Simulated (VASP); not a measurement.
Level of theory: PBE GGA, VASP's PBE PAW potentials (set 64) (plane waves; VASP 6.6.1).

A VASP calculation is set up with these files.

KPOINTS:
```
Automatic mesh
0
Gamma
9 9 5
0 0 0
```

### POSCAR
```
Y
1
    1.8615000000    -3.2242130000     0.0000000000
    1.8615000000     3.2242130000     0.0000000000
    0.0000000000     0.0000000000     5.8446000000
Y
2
Direct
  0.3333330000   0.6666670000   0.2500000000
  0.6666670000   0.3333330000   0.7500000000
```

### INCAR
```
SYSTEM = Y
PREC = Accurate
ENCUT = 400
EDIFF = 1E-6
NELM = 100
ALGO = Normal
LREAL = .FALSE.
LASPH = .TRUE.
ISMEAR = 1
SIGMA = 0.1
GGA = PE
LMAXMIX = 4
LWAVE = .FALSE.
LCHARG = .FALSE.
ISIF = 2
```

POTCAR, in this order: Y_sv (PBE.64 set). Program: vasp_std.

Task: What will the output report for the number of irreducible k-points (NKPTS), number of bands (NBANDS), largest plane-wave count, number of space-group operations, FFT grid (NGX, NGY, NGZ)?

Result: 
- number of irreducible k-points (NKPTS) = 36
- number of bands (NBANDS) = 15
- largest plane-wave count = 1296
- number of space-group operations = 24
- FFT grid (NGX, NGY, NGZ) = 24 × 24 × 40

The compound is Y in the hcp structure. The cell was not relaxed at this level. The run is one of a series of settings (KPOINTS 9×9×5 Γ-centred mesh against the base run), some of them coarse on purpose.
